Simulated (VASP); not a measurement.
Here is the system:

```
CELL_PARAMETERS angstrom
      0.00000     2.93338     2.93338
      2.93338     0.00000     2.93338
      2.93338     2.93338     0.00000
ATOMIC_POSITIONS crystal
  Cu 0.00000 0.00000 0.00000
  I  0.25000 0.25000 0.25000
```

Calculation: LDA (Ceperley-Alder, Perdew-Zunger), VASP's LDA PAW potentials (set 64) (plane waves; VASP 6.6.1). Numerical set-up: 520 eV cut-off, Gaussian smearing of 0.050 eV, potentials Cu I.

Unless said otherwise, spin-orbit coupling is left out, though it shifts the bands of the heavy elements here.

Task: Give the energies of bands 2 to 12 at the high-symmetry points, in eV from the valence-band maximum.

Result: 
| band | Γ | X | U | L | W |
|---|---|---|---|---|---|
| 2 | -4.12 | -6.17 | -5.81 | -6.20 | -5.61 |
| 3 | -4.12 | -4.13 | -4.90 | -4.06 | -5.07 |
| 4 | -4.12 | -4.13 | -4.09 | -4.06 | -4.24 |
| 5 | -2.37 | -2.42 | -2.53 | -2.34 | -2.45 |
| 6 | -2.37 | -2.29 | -2.34 | -2.34 | -2.44 |
| 7 | 0.00 | -2.27 | -2.20 | -2.28 | -2.27 |
| 8 | 0.00 | -1.92 | -1.95 | -0.89 | -2.06 |
| 9 | 0.00 | -1.92 | -1.60 | -0.89 | -1.65 |
| 10 | 1.28 | 2.42 | 2.92 | 2.15 | 4.58 |
| 11 | 4.75 | 2.78 | 4.74 | 5.33 | 4.84 |
| 12 | 4.75 | 9.78 | 7.72 | 5.33 | 6.06 |

The gap is direct, 1.28 eV, from the valence maximum at Γ to the conduction minimum at Γ.

Measured: gap 3.12 eV (computed value off by -1.84 eV), as given by Abedi et al., (2022), arXiv:2211.14644.

The compound is CuI in the zinc blende structure. It was relaxed first, which changed the volume by -9 %.
